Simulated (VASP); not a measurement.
A VASP calculation is set up with these files.

### KPOINTS
```
Automatic mesh
0
Gamma
7 7 4
0 0 0
```

### INCAR
```
ALGO = Normal
EDIFF = 1E-6
EDIFFG = -0.02
ENCUT = 520
GGA = PS
IBRION = 2
ISIF = 3
ISMEAR = 0
LASPH = T
LCHARG = F
LREAL = F
LWAVE = F
NELM = 100
NSW = 60
PREC = Accurate
SIGMA = 0.05
SYSTEM = BP
```

POSCAR:
```
BP
1.0
  3.1827848689   0.0000000000   0.0000000000
 -1.5913924344   2.7563723229   0.0000000000
  0.0000000000   0.0000000000   5.2687117044
B P
2 2
Cartesian
 -0.0000015914   1.8375824674   0.0014521065
  1.5913940259   0.9187898555   2.6358079587
 -0.0000015914   1.8375824674   1.9743147827
  1.5913940259   0.9187898555   4.6086706349
```

POTCAR, in this order: B P (PBE.64 set). Program: vasp_std.

Problem. Translate this PBEsol calculation to Quantum ESPRESSO's pw.x.

Solution. One equivalent input (not run):
```
&CONTROL
  calculation = 'vc-relax'
  pseudo_dir = './pseudo'
  outdir = './out'
  tprnfor = .true.
  tstress = .true.
  nstep = 60
  forc_conv_thr = 0.00078
/
&SYSTEM
  ibrav = 0
  nat = 4
  ntyp = 2
  ecutwfc = 76
  occupations = 'smearing'
  smearing = 'gaussian'
  degauss = 0.003675
  input_dft = 'pbesol'
/
&ELECTRONS
  conv_thr = 7.3e-08
  electron_maxstep = 100
/
&IONS
/
&CELL
/
ATOMIC_SPECIES
  B 10.810 B.upf
  P 30.974 P.upf
CELL_PARAMETERS angstrom
     3.1827849    0.0000000   -0.0000000
    -1.5913924    2.7563723    0.0000000
     0.0000000    0.0000000    5.2687117
ATOMIC_POSITIONS crystal
  B    0.3333330  0.6666670  0.0002756
  B    0.6666670  0.3333330  0.5002756
  P    0.3333330  0.6666670  0.3747244
  P    0.6666670  0.3333330  0.8747244
K_POINTS automatic
  7 7 4 0 0 0
```
Limits of the translation: the potentials are each code's own (VASP's PAW set, PseudoDojo norm-conserving files in pw.x), so ENCUT and ecutwfc are chosen apart and not converted; conv_thr bounds pw.x's estimated SCF error, while EDIFF bounds the energy change between steps; forc_conv_thr acts on force components and is met together with etot_conv_thr.

The structure was generated: BP was put into the wurtzite type (P6_3mc), which need not be its known phase. This run relaxes it. Symmetry was kept, so distortions that lower it aren't found. The start is the result of an earlier pass.
